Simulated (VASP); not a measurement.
Given:

```
ZrO2
1.0
    4.85348     0.00000     0.00000
    0.00000     4.85348     0.00000
    0.00000     0.00000     3.24360
Zr O
2 4
Direct
  0.00000   0.00000   0.00000
  0.50000   0.50000   0.50000
  0.69427   0.30573   0.00000
  0.30573   0.69427   0.00000
  0.19427   0.19427   0.50000
  0.80573   0.80573   0.50000
```

These are PBEsol GGA, VASP's PBE PAW potentials (set 64) (plane waves; VASP 6.6.1) values and carry that method's errors. Numerical set-up: 520 eV cut-off, 5×5×8 Γ-centred mesh, tetrahedra with Blöchl corrections, potentials Zr_sv O.

The cores are frozen, which limits the accuracy of field gradients.

Problem. Give the principal components of the electric field gradient (V/Å²) and the asymmetry η at each nucleus.

Solution. 
| atom | Vxx | Vyy | Vzz | η |
|---|---|---|---|---|
| Zr1 | -60.4 | -5.3 | 65.7 | 0.84 |
| Zr2 | -60.4 | -5.3 | 65.7 | 0.84 |
| O3 | 7.3 | 0.8 | -8.1 | 0.81 |
| O4 | 7.3 | 0.8 | -8.1 | 0.81 |
| O5 | 7.3 | 0.8 | -8.1 | 0.81 |
| O6 | 7.3 | 0.8 | -8.1 | 0.81 |

The structure comes from a computed database's ZrO2 entry (P4_2/mnm); how it stands against other phases isn't given here. It was relaxed first.
